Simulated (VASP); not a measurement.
Data:

```yaml
crystal:
  lattice:
    - [0.00000, 2.47214, 2.47214]
    - [2.47214, 0.00000, 2.47214]
    - [2.47214, 2.47214, 0.00000]
  atoms:
    - { symbol: W, position: [0.00000, 0.00000, 0.00000] }
    - { symbol: P, position: [0.50000, 0.50000, 0.50000] }
```

Calculation: r2SCAN meta-GGA, VASP's PBE PAW potentials (set 64) (plane waves; VASP 6.6.1). Numerical set-up: 400 eV cut-off, 14×14×14 Γ-centred mesh, tetrahedra with Blöchl corrections, potentials W_sv P.

Question: Give the energies of bands 6 to 12 at the high-symmetry points, in eV from the Fermi level.

Answer: 
| band | Γ | X | U | L | W |
|---|---|---|---|---|---|
| 6 | -2.79 | -6.39 | -6.80 | -9.24 | -6.27 |
| 7 | -2.79 | -4.91 | -6.30 | -6.00 | -6.13 |
| 8 | -2.79 | -3.03 | -4.87 | -6.00 | -6.13 |
| 9 | -2.29 | -3.03 | -2.13 | 0.32 | -0.05 |
| 10 | -2.29 | -0.99 | 0.60 | 0.32 | -0.05 |
| 11 | -0.82 | 0.84 | 1.54 | 1.18 | 0.06 |
| 12 | -0.82 | 1.21 | 1.55 | 3.20 | 1.22 |

It has no gap at this level: it comes out as a metal or semimetal.

The structure was generated: WP was put into the rock salt type (Fm-3m), which need not be its known phase. It was relaxed first, which changed the volume by -38 %. The electron count is odd and the run is not spin-polarised, which forces a metal. VASP warned that the highest band is occupied, so more bands are needed.
